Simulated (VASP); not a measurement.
Calculation: HSE06 screened hybrid, VASP's PBE PAW potentials (set 64) (plane waves; VASP).

The input files of a VASP run:

### POSCAR
```
MgC62
1.0
  7.1465551589   0.0000000000   0.0000000000
  0.0000000000   7.1465551589   0.0000000000
  0.0000000000   0.0000000000   7.1465551589
C Mg
62 1
Cart
  3.5689233563   7.1423810090   7.1402955634
  4.4376728403   0.9150244312   0.9126321598
  5.3414942644   1.8061997016   0.0156808405
  6.2325698597   2.7101089913   0.9127294651
  5.3413669943   0.0179634010   1.8037053216
  6.2326315587   0.9149106509   2.7075273011
  7.1376976034   0.0097860417   0.0076934717
  0.8740246729   0.9067309890   0.9044892898
  1.7648936097   1.7888595582   7.1393644759
  2.6601873741   2.6766311680   0.8879943687
  3.5705254861   3.5770461288   7.1465516342
  4.4708794424   4.4873222223   0.8879873358
  5.3585258539   5.3826409045   7.1392313027
  6.2408178576   6.2735695323   0.9043956277
  1.7646333136   7.1413127562   1.7867588647
  2.6601626663   0.8897979491   2.6743961744
  3.4658251785   1.7098160275   1.7081703173
  5.4375805011   3.6816896556   1.7080193442
  6.2577274283   4.4875159739   2.6742679023
  3.5704721735   0.0018754733   3.5748511337
  4.4708241488   0.8899565226   4.4850784355
  5.4376384911   1.7095401204   3.6796620936
  6.2572798831   2.6767035219   4.4849697414
  5.3588834818   7.1414596486   5.3805244029
  6.2409900017   0.9067130991   6.2711282033
  0.0050523158   3.5785895732   7.1402974480
  0.8770987214   4.4769570037   0.8803685891
  1.7889684667   5.3586702236   7.1361313672
  2.6706999031   6.2704583181   0.8804544986
  7.1295330565   1.8062338607   1.8037725900
  0.8833382051   2.6887369443   2.6867275653
  1.7716575741   3.5889204168   1.7763694551
  2.5916598185   4.5557724428   2.5813866440
  3.5584620752   5.3757366819   1.7764030768
  4.4587676623   6.2642199135   2.6866816008
  0.0052424820   7.1422733497   3.5765916086
  0.8770978903   0.8825443571   4.4744116788
  1.7715564382   1.7781375271   3.5869559931
  2.5922375439   2.5833096212   4.5529746787
  4.5642255412   4.5557295542   4.5529101203
  5.3694576664   5.3761229904   3.5869081476
  6.2652001944   6.2706382040   4.4745058697
  1.7888766699   7.1381849055   5.3566835599
  2.6708169759   0.8827380759   6.2682714486
  3.5585009425   1.7781953842   5.3736855491
  4.4586995556   2.6887914868   6.2617239406
  5.3689148005   3.5889607648   5.3734375208
  6.2647240001   4.4767213404   6.2681462817
  0.0061243562   5.3829866034   1.7865560998
  0.8779632809   6.2694465302   2.6849255228
  7.1455073053   3.5770146582   3.5747275919
  0.9001349916   4.4592337220   4.4572720069
  1.7970479674   5.3502808204   3.5531952928
  2.6880714200   6.2473680849   4.4572547430
  0.0061749524   1.7888047727   5.3805306576
  0.8781566731   2.6872652264   6.2671259909
  1.7972727952   3.5551181692   5.3482779826
  2.6883310071   4.4593550655   6.2451220041
  3.5924298113   5.3504054684   5.3480502633
  4.4603745745   6.2695550385   6.2670934769
  0.0092089738   5.3585794016   5.3566153532
  0.8919305040   6.2554698601   6.2535514517
  4.0149452523   3.1329275620   3.1300476889
```

INCAR:
```
AEXX=0.25
ALGO=Normal
EDIFF=1E-5
ENCUT=400
GGA=PE
HFSCREEN=0.2
ISIF=0
ISMEAR=0
ISPIN=2
ISYM=0
LASPH=.TRUE.
LCHARG=.FALSE.
LHFCALC=.TRUE.
LORBIT=10
LREAL=Auto
LWAVE=.FALSE.
MAGMOM=63*0.0159
NELECT=251.0
NELM=50
NELMIN=4
NUPDOWN=1
PREC=Normal
PRECFOCK=Fast
SIGMA=0.05
SYSTEM=MgC62
```

KPOINTS:
```
Automatic
0
G
1 1 1
```

POTCAR, in this order: C Mg (PBE.64 set). Program: vasp_gam. Read from the step before: WAVECAR.

Problem. What will the output report for the number of irreducible k-points (NKPTS), largest plane-wave count, FFT grid (NGX, NGY, NGZ)?

Solution. 
| Item | Value |
|---|---|
| number of irreducible k-points (NKPTS) | 1 |
| largest plane-wave count | 3310 |
| FFT grid (NGX, NGY, NGZ) | 36 × 36 × 36 |

The cell is a supercell with a defect, built from C (diamond): Mg_C-vac_C, charge -1. The cell's shape comes from a PBE relaxation.
